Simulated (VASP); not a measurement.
# CuRe3 (Pm-3m) in VASP: further runs, part 3 of 3

VASP 6.6.1. Earlier steps stand in the parts before.

### 6 Single point, PBE (species swapped into the TaCo3 type (Pm-3m, No. 221))

Input file INCAR:

```
PREC = Accurate ; ENCUT = 520
EDIFF = 1E-7 ; ISMEAR = 0
SIGMA = 0.1 ; LREAL = F
LASPH = T ; NELM = 100
ALGO = Normal ; ISIF = 2
LWAVE = F ; LCHARG = F
GGA = PE ; NBANDS = 24
```

Input file KPOINTS:

```
regular mesh
0
Gamma
  4 4 4
```

Input file POSCAR:

```
CuRe3
1.0
    4.0236361700      0.0000000000      0.0000000000
    0.0000000000      4.0236361700      0.0000000000
    0.0000000000      0.0000000000      4.0236361700
Cu Re
1 3
Direct
    0.0000000000      0.0000000000      0.0000000000
    0.0000000000      0.5000000000      0.5000000000
    0.5000000000      0.0000000000      0.5000000000
    0.5000000000      0.5000000000      0.0000000000
```

Potentials or basis: VASP PAW PBE potentials, release 64 (Cu, Re).

Command:

```
cat potpaw_PBE.64/Cu/POTCAR potpaw_PBE.64/Re/POTCAR > POTCAR
mpirun -np 1 vasp_std > vasp.out
```

OUTCAR:

```text
PREC = Accurate
   ENCUT = 520
   EDIFF = 1E-7
   ISMEAR = 0
   LREAL = F
   LASPH = T
   NELM = 100
   ISIF = 2
   GGA = PE

 ion  position               nearest neighbor table
   1  0.000  0.000  0.000-   2 2.85   3 2.85   4 2.85   2 2.85   3 2.85   2 2.85   4 2.85   2 2.85
                             3 2.85   4 2.85   3 2.85   4 2.85
   2  0.000  0.500  0.500-   1 2.85   3 2.85   4 2.85   1 2.85   4 2.85   1 2.85   3 2.85   1 2.85
                             3 2.85   4 2.85   4 2.85   3 2.85
   3  0.500  0.000  0.500-   1 2.85   2 2.85   4 2.85   1 2.85   4 2.85   2 2.85   4 2.85   4 2.85
                             1 2.85   2 2.85   1 2.85   2 2.85
   4  0.500  0.500  0.000-   1 2.85   2 2.85   3 2.85   2 2.85   3 2.85   1 2.85   3 2.85   3 2.85
                             1 2.85   2 2.85   2 2.85   1 2.85

  LATTYP: Found a simple cubic cell.
 ALAT       =     4.0236361700

  Lattice vectors:

 A1 = (   4.0236361700,   0.0000000000,   0.0000000000)
 A2 = (   0.0000000000,   4.0236361700,   0.0000000000)
 A3 = (   0.0000000000,   0.0000000000,   4.0236361700)

Analysis of symmetry for initial positions (statically):
=====================================================================
 Subroutine PRICEL returns:
[... 165 lines left out ...]
 cond. band min:       6.6854668878   @ k =   0.5000   0.0000   0.0000
 fundamental gap:      0.0868571416
 Fermi energy:         6.6645515413

 k-point     1 :       0.0000    0.0000    0.0000
  band No.  band energies     occupation
      1      -2.6603      2.00000
      2       0.4239      2.00000
      3       1.2960      2.00000
      4       1.2960      2.00000
      5       1.6603      2.00000
      6       1.6603      2.00000
[... 259 lines left out ...]
     23       9.5468      0.00000
     24       9.5468      0.00000

------------------------ aborting loop because EDIFF is reached ----------------------------------------

  FORCE on cell =-STRESS in cart. coord.  units (eV):
  Direction    XX          YY          ZZ          XY          YZ          ZX
  --------------------------------------------------------------------------------------
  -------------------------------------------------------------------------------------
  Total      -12.9682309    -12.9682309    -12.9682309     -0.0000000      0.0000000     -0.0000000
  in kB     -318.9592547   -318.9592547   -318.9592547     -0.0000000      0.0000000     -0.0000000
  external PRESSURE =    -318.9592547 kB  Pullay stress =       0.0000000 kB

 VOLUME and BASIS-vectors are now :
 -----------------------------------------------------------------------------
  energy-cutoff  :      520.00
  volume of cell :       65.14
      direct lattice vectors                 reciprocal lattice vectors
     4.023636170  0.000000000  0.000000000     0.248531417  0.000000000  0.000000000
     0.000000000  4.023636170  0.000000000     0.000000000  0.248531417  0.000000000
     0.000000000  0.000000000  4.023636170     0.000000000  0.000000000  0.248531417

 POSITION                                       TOTAL-FORCE (eV/Angst)
 -----------------------------------------------------------------------------------
      0.00000      0.00000      0.00000         0.000000      0.000000      0.000000
      0.00000      2.01182      2.01182         0.000000      0.000000      0.000000
      2.01182      0.00000      2.01182         0.000000      0.000000      0.000000
      2.01182      2.01182      0.00000         0.000000      0.000000      0.000000
 -----------------------------------------------------------------------------------
    total drift:                                0.000000      0.000000     -0.000000

  FREE ENERGIE OF THE ION-ELECTRON SYSTEM (eV)
  ---------------------------------------------------
  free  energy   TOTEN  =       -39.0560715148 eV

  energy  without entropy=      -39.0420409324  energy(sigma->0) =      -39.04905622
```

OSZICAR:

```text
N       E                     dE             d eps       ncg     rms          rms(c)
DAV:   1     0.196031160761E+03    0.19603E+03   -0.13897E+04   840   0.176E+03
DAV:   2    -0.176534686722E+02   -0.21368E+03   -0.19649E+03   848   0.601E+02
DAV:   3    -0.418499957868E+02   -0.24197E+02   -0.20057E+02   944   0.198E+02
DAV:   4    -0.433532935862E+02   -0.15033E+01   -0.14254E+01   880   0.363E+01
DAV:   5    -0.434342575343E+02   -0.80964E-01   -0.79625E-01   928   0.107E+01    0.400E+01
DAV:   6    -0.465911588398E+02   -0.31569E+01   -0.58695E+01   728   0.263E+02    0.208E+01
DAV:   7    -0.391966003687E+02    0.73946E+01   -0.24332E+01   808   0.927E+01    0.497E+00
DAV:   8    -0.392346644743E+02   -0.38064E-01   -0.24989E+00   960   0.441E+01    0.429E+00
DAV:   9    -0.392371546179E+02   -0.24901E-02   -0.22616E+00   904   0.546E+01    0.332E+00
DAV:  10    -0.390534310152E+02    0.18372E+00   -0.55615E-01   832   0.291E+01    0.441E-01
DAV:  11    -0.390611804888E+02   -0.77495E-02   -0.71328E-02   920   0.808E+00    0.630E-01
DAV:  12    -0.390559780375E+02    0.52025E-02   -0.19585E-02   944   0.516E+00    0.488E-02
DAV:  13    -0.390561201608E+02   -0.14212E-03   -0.16833E-03   800   0.400E-01    0.650E-02
DAV:  14    -0.390560794576E+02    0.40703E-04   -0.76326E-05   960   0.281E-01    0.260E-02
DAV:  15    -0.390560709340E+02    0.85236E-05   -0.26750E-05   944   0.180E-01    0.341E-03
DAV:  16    -0.390560715971E+02   -0.66311E-06   -0.61384E-06   872   0.193E-02    0.111E-03
DAV:  17    -0.390560715148E+02    0.82331E-07   -0.10385E-07   472   0.975E-03
   1 F= -.39056072E+02 E0= -.39049056E+02  d E =-.140306E-01
```

stdout:

```text
POSCAR found type information on POSCAR CuRe
 POSCAR found :  2 types and       4 ions
 scaLAPACK will be used
 LDA part: xc-table for (Slater+PW92), standard interpolation
 POSCAR, INCAR and KPOINTS ok, starting setup
 FFT: planning ... GRIDC
 FFT: planning ... GRID_SOFT
 FFT: planning ... GRID
 WAVECAR not read
 entering main loop
```

It took 24 s on 1 thread of Intel Xeon Platinum 8259CL at 2.50GHz (Skylake/Cascade Lake), shared host; peak memory 0.17 GiB.

What came out:

```yaml
Free_energy: -39.0561 eV
Pressure: -31.9 GPa
Band_gap_on_the_k_mesh: none (metal or under the smearing width)
```

Caveat: the k mesh is coarse (spacing up to 0.39 Å⁻¹), so the values aren't converged; a pressure of tens of GPa on the cell as given is suspect, and the run, the potentials or the cell itself is likely at fault. The run has no spin-orbit coupling, so splittings on Re are missing.

### 7 Overview

```csv
task,cell,k mesh,cutoff (eV),mesh quality,gap on the mesh (eV),pressure (GPa),relaxed volume (Å³/atom)
single point,"species swapped into the TaCo3 type (Pm-3m, No. 221)",12 × 12 × 12,520,not flagged,none,0.0,-
relaxation of cell and atoms,"relaxed from: species swapped into the TaCo3 type (Pm-3m, No. 221)",12 × 12 × 12,600,not flagged,none,0.1,14.19
single point,"species swapped into the TaCo3 type (Pm-3m, No. 221)",4 × 4 × 4,520,coarse,none,-31.9,-
relaxation of cell and atoms,"relaxed from: species swapped into the TaCo3 type (Pm-3m, No. 221)",4 × 4 × 4,600,coarse,none,0.1,14.16
```

Alike in all rows: level PBE; potentials or basis VASP PAW PBE potentials, release 64 (Cu, Re); no spin polarisation; smearing gaussian 0.1 eV.

Caveats: some runs use coarse meshes; a pressure of tens of GPa on the cell as given is suspect, and the run, the potentials or the cell itself is likely at fault (some runs).

Total energies depend on the potentials used, so only differences within one code and one set of settings carry meaning.
